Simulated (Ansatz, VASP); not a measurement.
# Ru (Ru(0001), 4 layers) in two plane-wave programs, part 2 of 2

Wanted: the spread between two codes on one cell, functional and k mesh. Of the first pair: The structure shown is the start of the Ansatz relaxation below; VASP solves that cell, so the two are compared at the walk's first step.

VASP 6.6.1 and Ansatz 0.2.0.

So far. Step 4 (Comparison): The forces differ by 3.0 meV/Å r.m.s., which is 1.0 % of the r.m.s. force of 0.288 eV/Å (both taken over all components). With vacuum in the cell, a pressure given here is an average over mostly empty space and none of the material.

## (5) Ansatz: relaxation, PBE

Level of this step: Ansatz beside VASP: Kohn-Sham DFT, plane waves, PBE (Ansatz).

This run makes the geometry at which the two programs are then compared.

The structure compared here is the end of the Ansatz relaxation.

Input file input.yaml:

```yaml
crystal:
  lattice:
    - [2.7, 0.0, 0.0]
    - [1.35, 2.3382685902, 0.0]
    - [0.0, 0.0, 21.4152]
  atoms:
    - { symbol: Ru, position: [0.6666666667, 0.6666666667, 0.3502185364] }
    - { symbol: Ru, position: [0.0, 0.0, 0.4500728455] }
    - { symbol: Ru, position: [0.6666666667, 0.6666666667, 0.5499271545] }
    - { symbol: Ru, position: [0.0, 0.0, 0.6497814636] }
kpoints:
  mp_grid: { grid: [12, 12, 1] }
hamiltonian:
  xc: pbe
scf:
  occupations: { method: fermi_dirac, width: 0.1 }
  convergence: { dr2_threshold: 1.0e-08 }
efield:
  axis: 3
  dipole_correction: true
  ramp_position: 0.97
  ramp_width: 0.04
relax:
  f_tol: 0.01
  constraints: [{ sites: [0, 1] }]
output:
  write_potential: true
  write_density: true
  volumetric_format: npy
```

The run is started by

```sh
> ansatz run input.yaml --threads 4 --pin off --max-ram 8192MiB --backend cpu --events-out ev --progress --plain --runs-dir out
```

Numbers of over 12 decimals in the logs are rounded to 6 here.

The program printed:

```text
[...]
Crystal: 4 atoms, lattice volume = 135.201 Å³
Basis set: ecut = 420 eV, 2669 PW (Γ), exchange–correlation on 40×40×288 points (8 copies of the dense FFT grid, shifted against one another)
Bands: 39, of which v1, the nominal top of the filled ones, is band 32 counted from 1 (31 counted from 0)
Symmetry: 6 space group operations
[...]
--- Relaxed structure (4 steps of the walk, 4 accepted, 0 SCFs on fresh bases) ---
  F+E_penalty+E_count = -23512.73101781 eV   max|allowed force component| = 1.125e-3 eV/Å
  atoms:
    - { symbol: Ru, position: [0.666667, 0.666667, 0.350219] }
    - { symbol: Ru, position: [0.0, 0.0, 0.450073] }
    - { symbol: Ru, position: [0.666667, 0.666667, 0.550751] }
    - { symbol: Ru, position: [-1.4367858544218833e-18, 0, 0.648150] }
[key lines of the parts left out:]
SCF converged after 5 iterations
Free energy (F): -23512.731018 eV
Fermi energy:    6.488312 eV
Dipole field:    D = 0.001382 V/Å  (p = 0.001033 e·Å, saw-weighted, corrected)
Work function:   Φ+ = 5.0466 eV   Φ− = 5.0762 eV
```

## (6) VASP: single point, PBE, relaxed cell, pair 2

The same cell, functional, mesh and smearing now go to VASP, with its own data sets.

Input file INCAR:

```
SYSTEM = Ru
PREC = Accurate
ENCUT = 400
EDIFF = 1E-06
NELM = 120
ISMEAR = -1
SIGMA = 0.1
LREAL = .FALSE.
ALGO = Normal
GGA = PE
NBANDS = 34
LASPH = .TRUE.
LORBIT = 11
LWAVE = .FALSE.
LCHARG = .FALSE.
ISIF = 2
LDIPOL = .TRUE.
IDIPOL = 3
DIPOL = 0.5 0.5 0.5
LVHAR = .TRUE.
GGA_COMPAT = .FALSE.
NELMDL = -8
```

Input file POSCAR:

```
Ru
1.0
    2.7000000000      0.0000000000      0.0000000000
    1.3500000000      2.3382685902      0.0000000000
    0.0000000000      0.0000000000     21.4152000000
Ru
4
Direct
    0.6666666667      0.6666666667      0.3502185364
    0.0000000000      0.0000000000      0.4500728455
    0.6666666667      0.6666666667      0.5507508121
    0.0000000000      0.0000000000      0.6481498270
```

Input file KPOINTS:

```
Automatic mesh
0
Gamma
12 12 1
0 0 0
```

PAW data sets: Ru_pv (PBE family, release 64).

The run is started by

```sh
> mpirun -np 1 vasp_std
```

The program printed:

```text
[... set-up lines as in an earlier step ...]
 entering main loop
       N       E                     dE             d eps       ncg     rms          rms(c)
DAV:   1     0.467469710862E+03    0.46747E+03   -0.32721E+04  1748   0.130E+03
DAV:   2    -0.229395669392E+02   -0.49041E+03   -0.47920E+03  1426   0.414E+02
DAV:   3    -0.372305601201E+02   -0.14291E+02   -0.13676E+02  1648   0.667E+01
DAV:   4    -0.375875147486E+02   -0.35695E+00   -0.35266E+00  1670   0.905E+00
[...]
DAV:  27    -0.349066618928E+02   -0.73826E-05   -0.36003E-07   728   0.221E-03    0.507E-04
DAV:  28    -0.349066643537E+02   -0.24609E-05   -0.13276E-07   686   0.916E-04    0.417E-04
DAV:  29    -0.349066649561E+02   -0.60243E-06   -0.67986E-08   672   0.677E-04
   1 F= -.34906665E+02 E0= -.34827942E+02  d E =-.157446E+00
```

From OUTCAR (step 6):

```text
  Total       -1.7253735     -1.7253735     -1.3232174      0.0000000      0.0000000     -0.0000000
  in kB      -20.4462375    -20.4462375    -15.6805576      0.0000000      0.0000000     -0.0000000
  external PRESSURE =     -18.8576775 kB  Pullay stress =       0.0000000 kB

 POSITION                                       TOTAL-FORCE (eV/Angst)
 -----------------------------------------------------------------------------------
      2.70000      1.55885      7.50000        -0.000000      0.000000      0.463288
      0.00000      0.00000      9.63840         0.000000     -0.000000     -0.471412
      2.70000      1.55885     11.79444         0.000000      0.000000     -0.002921
      0.00000      0.00000     13.88026        -0.000000      0.000000      0.011046
 -----------------------------------------------------------------------------------
    total drift:                               -0.000000     -0.000000     -0.001875

  FREE ENERGIE OF THE ION-ELECTRON SYSTEM (eV)
  ---------------------------------------------------
  free  energy   TOTEN  =       -34.9066649561 eV

  energy  without entropy=      -34.7492187885  energy(sigma->0) =      -34.82794187

[... 2 parts as in an earlier step ...]

[... 1 further part left out ...]
[key lines of the parts left out:]
E-fermi :   2.1980
```

## (7) Differences

What differs besides the data sets and the points named for the pairs above, as far as they apply: the data sets hold 64 valence electrons in Ansatz (on its default PAW (the set named soft_2) files) and 56 in VASP. Total energies have different zeros and are not compared.

Both answers:

| quantity | Ansatz | VASP | difference |
| --- | --- | --- | --- |
| work function, lower of the two faces (eV) | 5.05 | 5.04 | 0.00 |
| work function, higher of the two faces (eV) | 5.08 | 5.07 | 0.00 |

Forces (eV/Å; atoms numbered as in POSCAR):

| atom | Ansatz x, y, z | VASP x, y, z |
| --- | --- | --- |
| Ru1 | 0.000, 0.000, 0.469 | 0.000, 0.000, 0.463 |
| Ru2 | 0.000, 0.000, -0.470 | 0.000, 0.000, -0.471 |
| Ru3 | 0.000, 0.000, 0.001 | 0.000, 0.000, -0.003 |
| Ru4 | 0.000, 0.000, 0.000 | 0.000, 0.000, 0.011 |

The forces differ by 3.9 meV/Å r.m.s., which is 2.0 % of the r.m.s. force of 0.191 eV/Å (both taken over all components). With vacuum in the cell, a pressure given here is an average over mostly empty space and none of the material.

## (8) What came out

```
r.m.s. force difference (single point, PBE, start cell, pair 1)   : 1.0 % of the r.m.s. force
r.m.s. force difference (single point, PBE, relaxed cell, pair 2) : 3.9 meV/Å
```

In words: The r.m.s. force difference is 1.0 % of the r.m.s. force (single point, PBE, start cell, pair 1), within the 3 % picked in this series as the mark of a large difference. The data sets hold unlike numbers of valence electrons (64 in Ansatz and 56 in VASP), so part of the differences comes from the potentials. Such differences can come from data sets, numerical settings and the points named under the comparisons, not from the functional's error against experiment.

[Lines on the potential files, build, host, timing and source positions are cut from VASP's logs without a mark.]

[Logs are printed without paths, hosts, clocks, repeated set-up lines and the standing remarks that a program may print on its own settings, such as how far it seeks lower states.]

[Hosts, paths, dates, database ids (printed as entryN), source tags and the programs' standing remarks are cut or masked in the printed files.]
